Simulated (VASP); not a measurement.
All values below come from revPBE GGA, VASP's PBE PAW potentials (set 64) (plane waves; VASP 6.6.1).

A VASP calculation is set up with these files.

KPOINTS:
```
k-points along high-symmetry lines
15
Line-mode
Reciprocal
  0.000000   0.000000   0.000000 ! GAMMA
  0.000000   0.500000   0.000000 ! X

  0.000000   0.500000   0.000000 ! X
  0.500000   0.500000   0.000000 ! M

  0.500000   0.500000   0.000000 ! M
  0.000000   0.000000   0.000000 ! GAMMA

  0.000000   0.000000   0.000000 ! GAMMA
  0.500000   0.500000   0.500000 ! R

  0.500000   0.500000   0.500000 ! R
  0.000000   0.500000   0.000000 ! X

  0.500000   0.500000   0.500000 ! R
  0.500000   0.500000   0.000000 ! M
```

### POSCAR
```
TiCo
2.9877730
  1.0000001406   0.0000000000   0.0000000000
  0.0000000000   1.0000001406   0.0000000000
  0.0000000000   0.0000000000   1.0000001406
Ti Co
1 1
Cart
  0.0000000000   0.0000000000   0.0000000000
  0.5000000703   0.5000000703   0.5000000703
```

INCAR:
```
SYSTEM = TiCo
PREC = Accurate; ENCUT = 520; LREAL = .False.
LASPH = .True.; ICHARG = 11
EDIFF = 1E-7; NELM = 100; ALGO = Normal
LMAXMIX = 4
ISMEAR = 0; SIGMA = 0.05
GGA = RE
LWAVE = .False.; LCHARG = .False.; LORBIT = 11
```

POTCAR, in this order: Ti_sv Co (PBE.64 set). Program: vasp_std. Read from the step before: CHGCAR.

The run wrote:

**OSZICAR**
```
       N       E                     dE             d eps       ncg     rms          rms(c)
DAV:   1     0.151036596756E+03    0.15104E+03   -0.10734E+04  2528   0.190E+03
DAV:   2    -0.563057689319E+01   -0.15667E+03   -0.15394E+03  2610   0.405E+02
DAV:   3    -0.148453846317E+02   -0.92148E+01   -0.91153E+01  4006   0.105E+02
DAV:   4    -0.151150057810E+02   -0.26962E+00   -0.26417E+00  3072   0.144E+01
DAV:   5    -0.151272846656E+02   -0.12279E-01   -0.12278E-01  3710   0.281E+00
DAV:   6    -0.151274534941E+02   -0.16883E-03   -0.16883E-03  3000   0.320E-01
DAV:   7    -0.151274587739E+02   -0.52798E-05   -0.52803E-05  3828   0.532E-02
DAV:   8    -0.151274588509E+02   -0.76919E-07   -0.77408E-07  3012   0.621E-03
   1 F= -.15127459E+02 E0= -.15124735E+02  d E =-.544732E-02
```

File OUTCAR:
```
 val. band max:        9.7559051601   @ k =   0.5000   0.5000   0.2857

 cond. band min:       9.7621054108   @ k =   0.5000   0.5000   0.1429



 k-point     1 :       0.0000    0.0000    0.0000
  band No.  band energies     occupation
      1     -47.3469      2.00000
      2     -23.3876      2.00000
      3     -23.3876      2.00000
      4     -23.3876      2.00000
      5       2.3127      2.00000
      6       6.2507      2.00000
      7       6.2507      2.00000
      8       8.5323      2.00000
      9       8.5323      2.00000
     10       8.5323      2.00000
     11      10.7480      0.00000
     12      10.7480      0.00000
     13      12.6608      0.00000
     14      12.6608      0.00000

 k-point     2 :       0.0000    0.0357    0.0000
  band No.  band energies     occupation
      1     -47.3465      2.00000
      2     -23.3914      2.00000
      3     -23.3873      2.00000
      4     -23.3873      2.00000
      5       2.3381      2.00000
      6       6.2621      2.00000
      7       6.2623      2.00000
      8       8.5304      2.00000
      9       8.5304      2.00000
     10       8.5369      2.00000
     11      10.7350      0.00000
     12      10.7531      0.00000
     13      12.6250      0.00000
     14      12.6285      0.00000

 k-point     3 :       0.0000    0.0714    0.0000
  band No.  band energies     occupation
      1     -47.3453      2.00000
      2     -23.4025      2.00000
      3     -23.3865      2.00000
      4     -23.3865      2.00000
      5       2.4138      2.00000
      6       6.2961      2.00000
      7       6.2964      2.00000
      8       8.5251      2.00000
      9       8.5251      2.00000
     10       8.5504      2.00000
     11      10.6964      0.00000
     12      10.7678      0.00000
     13      12.5223      0.00000
     14      12.5224      0.00000

 k-point     4 :       0.0000    0.1071    0.0000
  band No.  band energies     occupation
      1     -47.3435      2.00000
...
```

The density is held fixed in this step, so its total energy and stress have no physical meaning.

The compound is TiCo in the CsCl type structure. It was relaxed first. The run is not spin-polarised, so no magnetic state was tried. The electron count is odd and the run is not spin-polarised, which forces a metal.
